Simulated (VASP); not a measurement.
Method: LDA (Ceperley-Alder, Perdew-Zunger), VASP's LDA PAW potentials (set 64) (plane waves; VASP 6.6.1).

VASP input:

File POSCAR:
```
KMgF3
1
    3.9061191842     0.0000000000     0.0000000000
    0.0000000000     3.9061191842     0.0000000000
   -0.0000000000    -0.0000000000     3.9061191842
K Mg F
1 1 3
Direct
  0.0000000000   0.0000000000   0.0000000000
  0.5000000000   0.5000000000   0.5000000000
  0.5000000000   0.0000000000   0.5000000000
  0.0000000000   0.5000000000   0.5000000000
  0.5000000000   0.5000000000   0.0000000000
```

**KPOINTS**
```
Automatic
0
G
 5 5 5
```

### INCAR
```
SYSTEM = KMgF3
PREC = Accurate
ENCUT = 520
EDIFF = 1E-6
NELM = 100
ALGO = Normal
LREAL = .FALSE.
LASPH = .TRUE.
ISMEAR = 0
SIGMA = 0.05
LWAVE = .FALSE.
LCHARG = .FALSE.
IBRION = 2
ISIF = 3
NSW = 60
EDIFFG = -0.02
```

POTCAR, in this order: K_sv Mg F (LDA.64 set). Program: vasp_std.

Task: What will the output report for the number of irreducible k-points (NKPTS), largest plane-wave count, number of space-group operations, FFT grid (NGX, NGY, NGZ)?

Result: 
The number of irreducible k-points (NKPTS) is 10. The largest plane-wave count is 1611, the number of space-group operations comes out as 48 and the FFT grid (NGX, NGY, NGZ) is 30 × 30 × 30.

The compound is KMgF3 in the cubic perovskite structure. This run relaxes it. Symmetry was kept, so distortions that lower it aren't found. The start is the result of an earlier pass.
